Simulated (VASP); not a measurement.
Wanted: the native input for a VASP 6.6.1 run.

```
Task                   : relaxation of cell and atoms
Functional             : PBE
Dispersion             : D3
Potentials or basis    : VASP PAW PBE potentials, release 64 (Si, F)
Cutoff                 : 600 eV
k mesh                 : 9 × 9 × 9
Occupations            : fermi-dirac, width 0.05 eV
Spin                   : no spin polarisation
Further INCAR settings : ALGO = Normal; EDIFF = 1e-06; IBRION = 2; EDIFFG = -0.02; NSW = 60; ISIF = 3
```

The structure of SiF lies in POSCAR:

```
SiF
1.0
    3.0286000000      0.0000000000      0.0000000000
    0.0000000000      3.0286000000      0.0000000000
    0.0000000000      0.0000000000      3.0286000000
Si F
1 1
Direct
    0.5000000000      0.5000000000      0.5000000000
    0.0000000000      0.0000000000      0.0000000000
```

The cell was built by a generator and needn't be a form met in nature.

The input as run:

INCAR

```
SYSTEM = SiF
ALGO     = Normal         ! electronic algorithm
EDIFF    = 1E-6           ! SCF threshold, eV
EDIFFG   = -0.02          ! ionic threshold
ENCUT    = 600            ! plane-wave cutoff, eV
GGA      = PE             ! functional
IBRION   = 2              ! ionic algorithm
ISIF     = 3              ! what is computed and relaxed
ISMEAR   = -1             ! smearing method
IVDW     = 11             ! dispersion correction
LASPH    = .TRUE.         ! aspherical terms in the spheres
LCHARG   = .FALSE.        ! write CHGCAR
LREAL    = .FALSE.        ! projectors in reciprocal space
LWAVE    = .FALSE.        ! write WAVECAR
NELM     = 60             ! most SCF steps
NSW      = 60             ! ionic steps
PREC     = Accurate       ! precision mode
SIGMA    = 0.05           ! smearing width, eV
```

KPOINTS

```
k-points
0
G
  9 9 9
  0 0 0
```

Potentials or basis: VASP PAW PBE potentials, release 64 (Si, F).

Command:

```sh
$ cat potpaw_PBE.64/Si/POTCAR potpaw_PBE.64/F/POTCAR > POTCAR
$ mpirun -np 1 vasp_std > vasp.out
```

It gave:

| Property | Result |
| --- | --- |
| Relaxed volume | 13.75 Å³/atom |
| Relaxed cell | a = 3.019 Å, b = 3.019 Å, c = 3.019 Å, α = 90.00°, β = 90.00°, γ = 90.00° |
| Space group after relaxing (to 0.05 Å) | Pm-3m (No. 221) |
| Energy gained by relaxing | 0.4 meV/atom |
| Ionic steps | 2 |
| Pressure after relaxing | -0.1 GPa |
| Band gap on the k mesh | none (metal or under the smearing width) |
| Dispersion energy per atom | -0.130 eV |

Caveat: an odd number of electrons without spin polarisation forces a metal; a magnetic or distorted state may lie lower; pairwise dispersion overbinds metals, which lowers pressure and volume.

Run time: 7.3 s on 1 thread of AMD EPYC 9R45 96-Core Processor (Zen 5) (shared host), peak memory 0.12 GiB.
